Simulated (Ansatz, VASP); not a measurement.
# TiB2 in two plane-wave programs, part 2 of 2

One calculation is typed for both programs; each brings its own data sets. How far apart do they land? The cell is taken from a series of runs on this material, whose earlier steps may have relaxed, scaled, displaced or heated it; both programs get it as it stands.

VASP 6.6.1 and Ansatz 0.2.0.

So far: The structure; VASP: zone-centre phonons, PBEsol.

## Step 3: Ansatz: zone-centre phonons, PBEsol

Level of this step: Ansatz beside VASP: Kohn-Sham DFT, plane waves, PBEsol (Ansatz).

Ansatz runs on its PAW soft_1 files.

The same cell, functional, mesh and smearing now go to Ansatz, which takes its cutoff from its data sets.

File input.yaml:

```yaml
crystal:
  lattice:
    - [2.9634058523, 0.0, 0.0]
    - [-1.4817029261, 2.5663847498, 0.0]
    - [0.0, 0.0, 3.1033205342]
  atoms:
    - { symbol: B, position: [0.3333333333, 0.6666666667, 0.5] }
    - { symbol: B, position: [0.6666666667, 0.3333333333, 0.5] }
    - { symbol: Ti, position: [0.0, 0.0, 0.0] }
kpoints:
  mp_grid: { grid: [15, 15, 16] }
hamiltonian:
  xc: pbesol
  pseudopotentials: { kind: paw, azcp: { folder: soft_1 }, xc_functional: pbe }
scf:
  occupations: { method: methfessel_paxton, width: 0.2 }
output:
  eigenvalues: true
phonons:
  method: dfpt
```

On the command line:

```bash
$ ansatz run input.yaml --threads 4 --pin off --max-ram 10240MiB --backend cpu --events-out ev --progress --plain --runs-dir out
```

Numbers of over 12 decimals in the logs are rounded to 6 here.

What it wrote:

```text
zone centre: on kpoints.mp_grid the ground state, and the responses unless they are solved on pairs of k-points, stand on 576 of the mesh's 3600 k-points, reduced under 4 symmetry operations, with k and −k counted as one. Each operation leaves every solved displacement unchanged or reverses it
Engine: ansatz 0.2.0, x86_64-unknown-linux-gnu
Pseudopotentials: kind: paw
Pseudopotential: B, paw, valence charge 3, recommended cutoff 420 eV (normal), soft_1/B.paw.azcp
Pseudopotential: Ti, paw, valence charge 12, recommended cutoff 420 eV (normal), soft_1/Ti.paw.azcp
Functional definition: PBEsol
  exchange = pbesol_x
  correlation = pbesol_c
Crystal: 3 atoms, lattice volume = 23.601 Å³
Basis set: ecut = 420 eV, 455 PW (Γ), exchange–correlation on 40×40×48 points (8 copies of the dense FFT grid, shifted against one another)
Bands: 13, of which v1, the nominal top of the filled ones, is band 9 counted from 1 (8 counted from 0)
Symmetry: 24 space group operations
k-points: 576 of 3600 (irreducible under 4 space group operations, time reversal used)
Non-local potential: B, projectors of the file, l = 0: 2, l = 1: 2, l = 2: 1
Non-local potential: Ti, projectors of the file, l = 0: 3, l = 1: 2, l = 2: 3, l = 3: 1
PAW form: soft (Blöchl's): semilocal exchange-correlation on the pseudo side does not see the compensation charge
PAW frozen core: B, regenerated for the run's functional, and the local potential with it (the file was generated under x = pbe(κ = 0.804, μ = 0.219515), c = pbe(β = 0.066725))
PAW frozen core: Ti, regenerated for the run's functional, and the local potential with it (the file was generated under x = pbe(κ = 0.804, μ = 0.219515), c = pbe(β = 0.066725))
PAW one-centre angular grid: B, 110 points (default); XC on 64 Gauss nodes
PAW one-centre angular grid: Ti, 590 points (default); XC on 64 Gauss nodes
Initial density: superposition of atomic densities (chi_scale 0.1, normalization cell, long waves kept (reshape's long-wave potential 0.00 eV rms))
Initial wavefunctions: pseudopotential atomic-orbital guess
Functional: x = pbesol(κ = 0.804, μ = 0.123457), c = pbesol(β = 0.046)
SCF iter   1: F=—  HF=-2783.804969 eV  |F-HF|=—  |Δ(HF+E_count)|=         —  Δρ=1.14e-1  dr2=4.76e0  ethr=3.10e-3  ⟨swp⟩=4.6  Hψ=35587  notcnv=0
preconditioner: auto → none  [metal: Δε(μ)=0.018 eV  Ē_g=10.040 eV  σ=0.200 eV  W_gap=0.08  n_scr=8 (ndim 8)  ℏωp=24.2 eV  f_vac=0.000  D(μ)=0.38/eV (n_scr^D=0)  sad-step TF]
SCF iter   2: F=—  HF=-2783.148887 eV  |F-HF|=—  |Δ(HF+E_count)|=   6.56e-1  S|Δr|=    0.00e0  Δρ=7.70e-2  dr2=2.31e0  ethr=3.10e-3  ⟨swp⟩=2.0  Hψ=14318  notcnv=0
SCF iter   3: F=—  HF=-2782.547587 eV  |F-HF|=—  |Δ(HF+E_count)|=   6.01e-1  S|Δr|=    0.00e0  Δρ=8.54e-3  dr2=1.87e-2  ethr=3.10e-3  ⟨swp⟩=3.3  Hψ=15239  notcnv=0
SCF iter   4: F=—  HF=-2782.546798 eV  |F-HF|=—  |Δ(HF+E_count)|=   7.89e-4  S|Δr|=    0.00e0  Δρ=1.12e-3  dr2=2.24e-4  ethr=1.04e-4  ⟨swp⟩=1.7  Hψ=12831  notcnv=0
SCF iter   5: F=—  HF=-2782.546853 eV  |F-HF|=—  |Δ(HF+E_count)|=   5.46e-5  S|Δr|=    0.00e0  Δρ=3.33e-4  dr2=3.93e-5  ethr=1.24e-6  ⟨swp⟩=2.1  Hψ=10677  notcnv=0
SCF iter   6: F=—  HF=-2782.546845 eV  |F-HF|=—  |Δ(HF+E_count)|=   7.99e-6  S|Δr|=    0.00e0  Δρ=8.78e-5  dr2=2.13e-6  ethr=2.18e-7  ⟨swp⟩=2.5  Hψ=11267  notcnv=0
SCF iter   7: F=—  HF=-2782.546845 eV  |F-HF|=—  |Δ(HF+E_count)|=   3.06e-7  S|Δr|=    0.00e0  Δρ=8.40e-6  dr2=2.27e-8  ethr=1.19e-8  ⟨swp⟩=2.5  Hψ=10287  notcnv=0
SCF iter   8: F=—  HF=-2782.546845 eV  |F-HF|=—  |Δ(HF+E_count)|=   5.06e-9  S|Δr|=    0.00e0  Δρ=3.20e-7  dr2=1.15e-11  ethr=1.26e-10  ⟨swp⟩=2.6  Hψ=10546  notcnv=0
SCF iter   9: F=-2782.546845 eV  HF=-2782.546845 eV  |F-HF|=0.00e0  |Δ(HF+E_count)|=  4.55e-12  S|Δr|=    0.00e0  Δρ=6.03e-8  dr2=6.94e-13  ethr=1.00e-12  ⟨swp⟩=5.0  Hψ=27418  notcnv=0
SCF 1 converged in 9 iterations: F = -2782.546845 eV  dr2 = 6.94e-13
  greatest PAW one-centre occupation: 0.998 electrons in one spin orbital (limit 2), on the Ti atom at site 2 (counted from 0), in its partial waves of l = 0
DFPT response loops at Γ: preconditioner auto → Kerker (q_TF=auto, 2.608 Å⁻¹) (partly filled bands, converged f_vac=0.000); β = 1.00, the filter's whole step (`scf.mixing.beta` (0.50) is not read by the response loops under this deck's `scf.mixing.preconditioner`; to damp them name `kerker` or `kerker_dos`, under which they read `scf.mixing.beta`, and type it under 1.00, their step now; both keys bind the ground state too); Broyden in place of MSR1
SCF converged after 9 iterations
Stability not checked: this state was not tested for a lower state beside it, because cold or Methfessel-Paxton smearing, or corrected tetrahedra, fill the levels in a way that the test cannot read (fill_not_monotonic; see scf.lower_state_search)
Free energy (F): -2782.546845 eV
Harris-Foulkes:  -2782.546845 eV  (|F-HF|=0.00e0)
Internal energy: -2782.546915 eV  (E = F + TS)
E sigma→0 (E₀):  -2782.546862 eV
Entropy (-TS):   0.000071 eV (0.024 meV/atom)
Fermi energy:    16.421412 eV
--- Per-component energies (eV) ---
  E_band       = -70.558768
  E_kinetic    = 390.049079
  E_local      = -792.797220  (includes V_loc(G=0)·N_el)
  E_nonlocal   = 77.840681
  E_hartree    = 331.174270
  E_xc         = -185.556210
  E_vxc        = -228.718511  (∫ρ·V_xc dr)
  E_paw        = -1167.876508  (= ΣΔE_a)
  E_vpaw       = -179.281302  (= ΣTr[D̂ρ^β])
  E_aug_tail   = -0.000059  (compensation charges beyond the density's cutoff)
  E_ewald      = -1435.549754
  E_core_change = 0.168806  (= ΣΔE_core)
  E_smearing   = 0.000071  (= −TS)
  E_closure    = -0.000000  (closes the sum)
  Σ components = -2782.546845   (vs F -2782.546845, Δ=0.00e0)
--- Band table (eV; the first three rows and the last of 576) ---
  k-point 0: bands = [... 5 lower, 13.4834, 13.4834, 14.0737, 14.2807, 18.5635, 18.5635, 20.6049, 20.6049]
  k-point 1: bands = [... 5 lower, 13.3503, 13.5295, 13.5295, 14.9533, 18.3855, 18.3855, 20.4970, 20.4970]
  k-point 2: bands = [... 5 lower, 12.4925, 13.6671, 13.6671, 15.6696, 17.9641, 17.9641, 20.1876, 20.1876]
  k-point 575: bands = [... 5 lower, 9.3199, 11.0855, 11.8630, 13.5707, 19.1909, 19.6806, 20.5688, 21.6046]
--- Phonons (Γ-DFPT): 4 representative perturbations + reference, on 576 of 3600 k-points (Σ response iterations 12) ---
  k mesh reduced under 4 symmetry operations, with k and −k counted as one. Each operation leaves every solved displacement unchanged or reverses it
  ASR residual: 6.535e-6 → 0.000e0 eV/Å²; symmetrization residual: 7.028e-7 eV/Å²
  ASR residual per site (eV/Å²): 2.19e-6 2.19e-6 6.54e-6
  Γ frequencies (cm⁻¹): 0.00 0.00 0.00 574.45 574.45 591.09 592.97 971.28 971.28
  non-analytic LO–TO correction: not included (Born effective charges unavailable; polar crystals: no LO–TO splitting at Γ)
```

The column dr2 measures how far the density is from self-consistency, as an energy; F and HF (Harris–Foulkes) agree once it is small.

## Step 4: Differences

Known differences besides the potentials themselves: the cutoff is 420 eV in Ansatz and 500 eV in VASP; Ansatz makes its cores anew for this functional, VASP keeps those of its PBE data sets. Total energies have different zeros and are not compared.

The two programs side by side:

```csv
quantity,Ansatz,VASP,difference
optical mode 1 to 2 (cm⁻¹),574.5,574.5,+0.00 %
optical mode 3 (cm⁻¹),591.1,592.0,-0.15 %
optical mode 4 (cm⁻¹),593.0,592.7,+0.05 %
optical mode 5 to 6 (cm⁻¹),971.3,975.4,-0.42 %
```

Modes are paired by rising frequency, not by their patterns, so a pair may set unlike modes beside each other; they are those without the splitting of longitudinal modes.

## Step 5: Outcome

| Quantity | Value |
| --- | --- |
| r.m.s. difference of the optical zone-centre modes, each program's sorted by frequency (zone-centre phonons, PBEsol) | 2.4 cm⁻¹ |

What this shows: The r.m.s. difference of the optical zone-centre modes, each program's sorted by frequency is 2.4 cm⁻¹ (zone-centre phonons, PBEsol). How closely two codes agree says nothing of how well the functional describes the real material.

[Lines on the potential files, build, host, timing and source positions are cut from VASP's logs without a mark.]

[Logs are printed without paths, hosts, clocks, repeated set-up lines and the standing remarks that a program may print on its own settings, such as how far it seeks lower states.]

[Hosts, paths, dates, database ids (printed as entryN), source tags and the programs' standing remarks are cut or masked in the printed files.]
